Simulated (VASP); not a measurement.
Here is the system:

```yaml
crystal:
  lattice:
    - [4.01065, 0.00000, 0.00000]
    - [0.00000, 4.01065, 0.00000]
    - [0.00000, 0.00000, 5.59868]
  atoms:
    - { symbol: Zn, position: [0.00000, 0.00000, 0.00000] }
    - { symbol: Sn, position: [0.50000, 0.50000, 0.50000] }
    - { symbol: P, position: [0.00000, 0.50000, 0.22691] }
    - { symbol: P, position: [0.50000, 0.00000, 0.77309] }
```

The numbers are results of r2SCAN meta-GGA, VASP's PBE PAW potentials (set 64) (plane waves; VASP 6.6.1), not measurements. Numerical set-up: 400 eV cut-off, 6×6×5 Γ-centred mesh, tetrahedra with Blöchl corrections, potentials Zn Sn_d P.

Unless said otherwise, spin-orbit coupling is left out, though it shifts the bands of the heavy elements here.

**Question.** Give the energies of bands 9 to 21 at the high-symmetry points, in eV from the valence-band maximum.

**Answer.** 
```json
[
 {"band": "9", "Γ": "-7.00", "X": "-7.01", "M": "-6.92", "Z": "-7.02", "R": "-6.99", "A": "-6.99"},
 {"band": "10", "Γ": "-7.00", "X": "-6.98", "M": "-6.75", "Z": "-7.02", "R": "-6.92", "A": "-6.93"},
 {"band": "11", "Γ": "-6.82", "X": "-6.81", "M": "-6.68", "Z": "-6.83", "R": "-6.80", "A": "-6.73"},
 {"band": "12", "Γ": "-6.74", "X": "-6.73", "M": "-6.67", "Z": "-6.74", "R": "-6.73", "A": "-6.58"},
 {"band": "13", "Γ": "-6.27", "X": "-5.72", "M": "-6.67", "Z": "-3.85", "R": "-6.68", "A": "-6.58"},
 {"band": "14", "Γ": "-2.94", "X": "-4.44", "M": "-5.33", "Z": "-3.19", "R": "-5.84", "A": "-5.07"},
 {"band": "15", "Γ": "-2.94", "X": "-3.63", "M": "-3.51", "Z": "-2.22", "R": "-1.79", "A": "-4.09"},
 {"band": "16", "Γ": "-0.05", "X": "-3.08", "M": "-2.80", "Z": "-2.22", "R": "-1.52", "A": "-3.54"},
 {"band": "17", "Γ": "0.00", "X": "-1.85", "M": "-2.80", "Z": "-1.38", "R": "-0.77", "A": "-3.54"},
 {"band": "18", "Γ": "0.00", "X": "-0.81", "M": "-1.92", "Z": "-1.38", "R": "-0.73", "A": "-2.79"},
 {"band": "19", "Γ": "0.94", "X": "2.36", "M": "1.28", "Z": "1.80", "R": "0.88", "A": "3.81"},
 {"band": "20", "Γ": "1.56", "X": "4.07", "M": "1.66", "Z": "2.30", "R": "2.56", "A": "4.37"},
 {"band": "21", "Γ": "2.75", "X": "4.64", "M": "1.66", "Z": "3.87", "R": "4.05", "A": "4.37"}
]
```

The gap is indirect, 0.88 eV, from the valence maximum at Γ to the conduction minimum at R.

The structure comes from a computed database's ZnSnP2 entry (P-4m2); how it stands against other phases isn't given here. It was relaxed first.
